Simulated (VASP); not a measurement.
Data:

```yaml
crystal:
  lattice:
    - [0.00000, 4.42593, 5.51316]
    - [3.29112, 0.00000, 5.51316]
    - [3.29112, 4.42593, 0.00000]
  atoms:
    - { symbol: Si, position: [0.62685, 0.37315, 0.62685] }
    - { symbol: Si, position: [0.37315, 0.62685, 0.37315] }
    - { symbol: Si, position: [0.62315, 0.87685, 0.62315] }
    - { symbol: Si, position: [0.87685, 0.62315, 0.87685] }
    - { symbol: Ba, position: [0.00000, 0.00000, 0.00000] }
    - { symbol: Ba, position: [0.25000, 0.25000, 0.25000] }
```

Calculation: PBEsol GGA, VASP's PBE PAW potentials (set 64) (plane waves; VASP). Numerical set-up: 400 eV cut-off, 7×7×7 Γ-centred mesh, tetrahedra with Blöchl corrections, potentials Si Ba_sv.

Unless said otherwise, spin-orbit coupling is left out, though it shifts the bands of the heavy elements here.

Question: Predict the energy per atom (σ→0), band gap (on the k-mesh) with the smallest direct gap where there is one.

Answer: 
```
Property                                                    Result
------------------------  ----------------------------------------
band gap (on the k-mesh)  none (metal, semimetal or under 0.01 eV)
energy per atom (σ→0)                               -4.487 eV/atom
```

The absolute energy has meaning only against runs of the same code, potentials and settings.

The structure was generated: BaSi2 was put into the C54 type (Fddd), which need not be its known phase. It was relaxed first.
